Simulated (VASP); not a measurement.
Output of a VASP run:

OSZICAR:
```
...
DAV:  13    -0.434514371725E+01   -0.91155E-07   -0.71999E-07   793   0.612E-03
   1 F= 0.55868626E+01 E0= 0.55868529E+01  d E =0.558686E+01
       N       E                     dE             d eps       ncg     rms          rms(c)
DAV:   1    -0.123495342399E+02   -0.80044E+01   -0.18414E+02  1681   0.183E+02    0.323E+01
DAV:   2    -0.188940831720E+01    0.10460E+02   -0.34646E+01  1611   0.895E+01    0.778E+00
DAV:   3    -0.138079751562E+01    0.50861E+00   -0.18020E+00  1491   0.126E+01    0.327E+00
DAV:   4    -0.122737544252E+01    0.15342E+00   -0.20534E-01  1581   0.246E+00    0.213E+00
DAV:   5    -0.121030130920E+01    0.17074E-01   -0.25028E-02  1729   0.153E+00    0.114E+00
DAV:   6    -0.121037970892E+01   -0.78400E-04   -0.49592E-03  1661   0.656E-01    0.212E-01
DAV:   7    -0.121047832922E+01   -0.98620E-04   -0.27641E-04  1810   0.185E-01    0.844E-02
DAV:   8    -0.121047244332E+01    0.58859E-05   -0.27781E-05  1536   0.356E-02    0.388E-02
DAV:   9    -0.121047693651E+01   -0.44932E-05   -0.38175E-06  1666   0.246E-02    0.482E-03
DAV:  10    -0.121047691776E+01    0.18749E-07   -0.62583E-07   818   0.825E-03
   2 F= 0.65398735E+01 E0= 0.65398691E+01  d E =0.953011E+00
       N       E                     dE             d eps       ncg     rms          rms(c)
DAV:   1    -0.902564707557E+01   -0.78152E+01   -0.10669E+02  1571   0.148E+02    0.290E+01
DAV:   2    -0.461294660715E+01    0.44127E+01   -0.10984E+01  1531   0.573E+01    0.135E+01
DAV:   3    -0.409606726419E+01    0.51688E+00   -0.89297E-01  1606   0.119E+01    0.121E+01
DAV:   4    -0.389335741807E+01    0.20271E+00   -0.23182E-01  1511   0.392E+00    0.324E+00
DAV:   5    -0.388195999348E+01    0.11397E-01   -0.19710E-02  1656   0.160E+00    0.863E-01
DAV:   6    -0.388169923567E+01    0.26076E-03   -0.23705E-03  1551   0.450E-01    0.500E-01
DAV:   7    -0.388159871687E+01    0.10052E-03   -0.54128E-04  1659   0.341E-01    0.215E-01
DAV:   8    -0.388162160416E+01   -0.22887E-04   -0.20831E-04  1631   0.137E-01    0.226E-02
DAV:   9    -0.388162109665E+01    0.50751E-06   -0.64171E-06  1581   0.306E-02
   3 F= 0.54805972E+01 E0= 0.54806042E+01  d E =-.106265E+00
       N       E                     dE             d eps       ncg     rms          rms(c)
DAV:   1    -0.385108423635E+01    0.30537E-01   -0.38951E-02  1661   0.275E+00    0.320E-01
DAV:   2    -0.384924349065E+01    0.18407E-02   -0.45817E-03  1651   0.120E+00    0.144E-01
DAV:   3    -0.384907308974E+01    0.17040E-03   -0.46977E-04  1541   0.249E-01    0.126E-01
DAV:   4    -0.384904212005E+01    0.30970E-04   -0.74884E-05  1611   0.930E-02    0.152E-02
DAV:   5    -0.384903884614E+01    0.32739E-05   -0.11877E-05  1606   0.556E-02    0.122E-02
DAV:   6    -0.384903882384E+01    0.22301E-07   -0.17687E-06   793   0.139E-02
   4 F= 0.54800565E+01 E0= 0.54800652E+01  d E =-.106806E+00
       N       E                     dE             d eps       ncg     rms          rms(c)
DAV:   1    -0.383714192946E+01    0.11897E-01   -0.52156E-03  1661   0.100E+00    0.120E-01
DAV:   2    -0.383689154973E+01    0.25038E-03   -0.62053E-04  1641   0.440E-01    0.525E-02
DAV:   3    -0.383686825744E+01    0.23292E-04   -0.63963E-05  1546   0.918E-02    0.466E-02
DAV:   4    -0.383686403922E+01    0.42182E-05   -0.10171E-05  1616   0.341E-02    0.570E-03
DAV:   5    -0.383686358660E+01    0.45262E-06   -0.15171E-06   753   0.204E-02
   5 F= 0.54800306E+01 E0= 0.54800399E+01  d E =-.106832E+00
```

### OUTCAR
```
------------------------ aborting loop because EDIFF is reached ----------------------------------------
  FORCE on cell =-STRESS in cart. coord.  units (eV):
  Direction    XX          YY          ZZ          XY          YZ          ZX
  --------------------------------------------------------------------------------------
  Total        9.3321462      9.3321462      9.3321462      0.0000000      0.0000000     -0.0000000
  in kB      300.4911096    300.4911096    300.4911096      0.0000000      0.0000000     -0.0000000
  external PRESSURE =       0.4911096 kB  Pullay stress =     300.0000000 kB
  volume of cell :       49.76
      direct lattice vectors                 reciprocal lattice vectors
    -0.000000000  2.919287258  2.919287258    -0.171274683  0.171274683  0.171274683
     2.919287258  0.000000000  2.919287258     0.171274683 -0.171274683  0.171274683
     2.919287258  2.919287258  0.000000000     0.171274683  0.171274683 -0.171274683
 POSITION                                       TOTAL-FORCE (eV/Angst)
 -----------------------------------------------------------------------------------
      0.00000      0.00000      0.00000        -0.000000     -0.000000      0.000000
      1.45964      1.45964      1.45964         0.000000      0.000000     -0.000000
 -----------------------------------------------------------------------------------
    total drift:                               -0.000000     -0.000000     -0.000000
  FREE ENERGIE OF THE ION-ELECTRON SYSTEM (eV)
  ---------------------------------------------------
  free  energy   TOTEN  =        -3.8368635866 eV

  energy  without entropy=       -3.8368356371  energy(sigma->0) =       -3.83685427
  enthalpy is  TOTEN    =         5.4800305949 eV   P V=        9.3168941815

 reached required accuracy - stopping structural energy minimisation
```
(Selected blocks of OUTCAR.)

### POSCAR
```
HgTe
1
    0.0000000000     2.9821680061     2.9821680061
    2.9821680061     0.0000000000     2.9821680061
    2.9821680061     2.9821680061     0.0000000000
Hg Te
1 1
Direct
  0.0000000000   0.0000000000   0.0000000000
  0.2500000000   0.2500000000   0.2500000000
```

Reconstruct the remaining input files.

Several could match; the one computed here: the input of the run itself, LDA (Ceperley-Alder, Perdew-Zunger), plane waves, VASP's LDA PAW potentials (set 64).

INCAR:
```
# general
SYSTEM  = HgTe
PREC    = Accurate
ENCUT   = 500   # plane-wave cut-off (eV)
LREAL   = .FALSE.   # projection in real space or not
LASPH   = .TRUE.

# electronic loop
EDIFF   = 1E-6   # SCF stop (eV)
NELM    = 100   # most electronic steps
ALGO    = Normal   # blocked Davidson
LMAXMIX = 6   # l cut-off of mixed one-centre charges

# smearing
ISMEAR  = 1   # Methfessel-Paxton
SIGMA   = 0.1   # width (eV)

# ions
IBRION  = 2   # conjugate gradients
NSW     = 40
ISIF    = 3
EDIFFG  = -0.02   # ionic stop
PSTRESS = 300

# output
LWAVE   = .FALSE.
LCHARG  = .FALSE.
```

**KPOINTS**
```
K-points
0
Gamma
  11 11 11
```

POTCAR, in this order: Hg Te (LDA.64 set). Program: vasp_std.

Energy and stress use the plane-wave basis of the starting cell.

The compound is HgTe in the zinc blende structure. This run relaxes it under an external pressure of 30 GPa. Symmetry was kept, so distortions that lower it aren't found.
